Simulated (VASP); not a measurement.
Input for VASP

**INCAR**
```
! general
SYSTEM   =  TlBr
PREC     =  Accurate
ENCUT    =  480
LREAL    =  .FALSE.
LASPH    =  .TRUE.

! electronic loop
EDIFF    =  1E-6
NELM     =  100
ALGO     =  Normal
LMAXMIX  =  4

! smearing
ISMEAR   =  0
SIGMA    =  0.05

! functional
GGA      =  PE

! ions
IBRION   =  2
NSW      =  60
ISIF     =  3
EDIFFG   =  -0.01

! output
LWAVE    =  .FALSE.
LCHARG   =  .FALSE.
```

**KPOINTS**
```
Automatic
0
Gamma
6 6 6
```

POSCAR:
```
TlBr
1.0
  4.0480300652   0.0000000000   0.0000000000
  0.0000000000   4.0480300652   0.0000000000
  0.0000000000   0.0000000000   4.0480300652
Tl Br
1 1
Cartesian
  0.0000000000   0.0000000000   0.0000000000
  2.0240150326   2.0240150326   2.0240150326
```

POTCAR, in this order: Tl_d Br (PBE.64 set). Program: vasp_std.

Q: Write an equivalent input for Ansatz.

A: One equivalent input (not run):
Ansatz 0.2 input:
```yaml
crystal:
  lattice:
    - [4.0480301, 0.0000000, 0.0000000]
    - [0.0000000, 4.0480301, 0.0000000]
    - [0.0000000, 0.0000000, 4.0480301]
  atoms:
    - { symbol: Tl, position: [0.0000000, 0.0000000, 0.0000000] }
    - { symbol: Br, position: [0.5000000, 0.5000000, 0.5000000] }
kpoints:
  mp_grid: { grid: [6, 6, 6] }
hamiltonian:
  xc: pbe
  pseudopotentials: { kind: paw }
scf:
  occupations: { method: gaussian, width: 0.05 }
  max_iter: 100
relax:
  max_steps: 60
  f_tol: 0.01
  cell: {}
output: { forces: true, stress: true, eigenvalues: true }
```
The two are equivalent in intent, not identical: each code has its own PAW files, so the cut-off isn't converted (ENCUT is set for VASP's; basis.ecutwfc is left out, and Ansatz then takes the one that its files recommend); Ansatz stops its SCF on the density residual and VASP on the energy change (EDIFF).

The structure comes from a computed database's TlBr entry (Pm-3m); how it stands against other phases isn't given here. This run relaxes it. Symmetry was kept, so distortions that lower it aren't found. The start is the result of an earlier pass.
